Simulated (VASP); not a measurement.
A convergence study with VASP on HfO2 (fluorite): one setting is varied, all else stays as given below, so the limit is that of these other settings. Each run relaxes cell and ions from the cell shown. The basis is that of the starting cell, so low cut-offs carry a Pulay error.

```yaml
crystal:
  lattice:
    - [0.00000, 2.54000, 2.54000]
    - [2.54000, 0.00000, 2.54000]
    - [2.54000, 2.54000, 0.00000]
  atoms:
    - { symbol: Hf, position: [0.00000, 0.00000, 0.00000] }
    - { symbol: O, position: [0.25000, 0.25000, 0.25000] }
    - { symbol: O, position: [0.75000, 0.75000, 0.75000] }
```

Level of theory: LDA (Ceperley-Alder, Perdew-Zunger), VASP's LDA PAW potentials (set 64) (plane waves; VASP). The tightest run used: 800 eV cut-off, 6×6×6 Γ-centred mesh, Gaussian smearing of 0.050 eV, potentials Hf_pv O.

Unless said otherwise, spin-orbit coupling is left out, though it shifts the bands of the heavy elements here. Gaps are read on the run's mesh, which can miss a band edge.

| setting | relaxed volume (Å³/atom) | E (eV/atom) | gap on the mesh (eV) | plane waves |
|---|---|---|---|---|
| ENCUT = 250 | 8.786 | -12.1128 | 4.160 | 304 |
| ENCUT = 300 | 9.466 | -11.4164 | 4.036 | 397 |
| ENCUT = 350 | 9.911 | -11.1352 | 3.841 | 531 |
| ENCUT = 400 | 10.176 | -11.0578 | 3.770 | 609 |

**Question.** These are the cheaper rows. Estimate the results at ENCUT = 800, and how far the last row shown lies from them.

**Answer.** 
```
quantity                  tightest run  last row shown is off by
------------------------  ------------  ------------------------
relaxed volume (Å³/atom)        10.308                    -0.132
E (eV/atom)                   -11.0303                   -0.0275
gap on the mesh (eV)             3.735                     0.035
```

Left out are rungs that failed or repeat a setting and relaxations that didn't move; long series are thinned to 24 rows.

The compound is HfO2 in the fluorite structure, the high-temperature cubic form, which is unstable at 0 K; the monoclinic form is the stable one.
